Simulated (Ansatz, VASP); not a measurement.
**NaAl in VASP and in Ansatz**

The input INCAR:

```
  PREC = Accurate
  ENCUT = 520
  EDIFF = 1E-7
  ISMEAR = 0
  SIGMA = 0.1
  LREAL = False
  LASPH = True
  NELM = 100
  ALGO = Normal
  ISIF = 2
  LWAVE = False
  LCHARG = False
  GGA = PE
  NBANDS = 12
```

Contents of KPOINTS:

```
regular mesh
0
Gamma
  6 6 6
```

The input POSCAR:

```
NaAl
1.0
    3.3234359248      0.0000000000      0.0000000000
    0.0000000000      3.3234359248      0.0000000000
    0.0000000000      0.0000000000      3.3234359248
Na Al
1 1
Direct
    0.0000000000      0.0000000000      0.0000000000
    0.5000000000      0.5000000000      0.5000000000
```

Input for Ansatz:

```yaml
crystal:
  lattice:
    - [3.3234359248, 0.0, 0.0]
    - [0.0, 3.3234359248, 0.0]
    - [0.0, 0.0, 3.3234359248]
  atoms:
    - { symbol: Na, position: [0.0, 0.0, 0.0] }
    - { symbol: Al, position: [0.5, 0.5, 0.5] }
basis:
  ecutwfc: 420
kpoints:
  mp_grid: { grid: [6, 6, 6] }
hamiltonian:
  xc: pbe
scf:
  occupations: { method: gaussian, width: 0.1 }
  lower_state_search: "off"
output:
  forces: true
  stress: true
  eigenvalues: true
```

Alike in both runs: task single point; functional PBE; k mesh 6 × 6 × 6; occupations gaussian, width 0.1 eV; no spin polarisation.

```csv
,VASP,Ansatz
version,VASP 6.6.1,Ansatz 0.2.0
potentials or method,"VASP PAW PBE potentials, release 64 (Na_pv, Al)","scalar-relativistic, plane waves, PAW"
plane-wave cutoff (eV),520,420
valence electrons in the cell,10,12
```

|  | VASP | Ansatz | Ansatz less VASP |
| --- | --- | --- | --- |
| gap on the k mesh at the Fermi level (eV) | none | none | - |
| pressure (GPa) | 10.5 | 10.4 | -0.07 |

A gap of «none» marks a metal or a gap that the smearing closes. The functional is the same, so the differences come from potentials, cutoffs and numerics. The two sets of potentials don't hold the same shells in valence.
